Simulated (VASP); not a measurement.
Input:

```xyz
2
Lattice="0.0000 2.3970 2.3970 2.3970 0.0000 2.3970 2.3970 2.3970 0.0000" Properties=species:S:1:pos:R:3 pbc="T T T"
Zr     0.0000     0.0000     0.0000
C      2.3970     2.3970     2.3970
```

These are PBE GGA, VASP's PBE PAW potentials (set 64) (plane waves; VASP 6.6.1) values and carry that method's errors. Run with 520 eV cut-off, 12×12×12 Γ-centred mesh, Gaussian smearing of 0.020 eV, potentials Zr_sv C.

Predict the energy per atom (σ→0), pressure, band gap (on the k-mesh) with the smallest direct gap where there is one.

```
Property                                                    Result
------------------------  ----------------------------------------
band gap (on the k-mesh)  none (metal, semimetal or under 0.01 eV)
energy per atom (σ→0)                               -9.707 eV/atom
pressure                                               -104.6 kbar
```

Only differences to runs with the same potentials and settings are physical.

The compound is ZrC in the rock salt structure. The cell was not relaxed at this level. The run is one of a series of settings (ISMEAR = 0, SIGMA = 0.02 against the base run), some of them coarse on purpose.
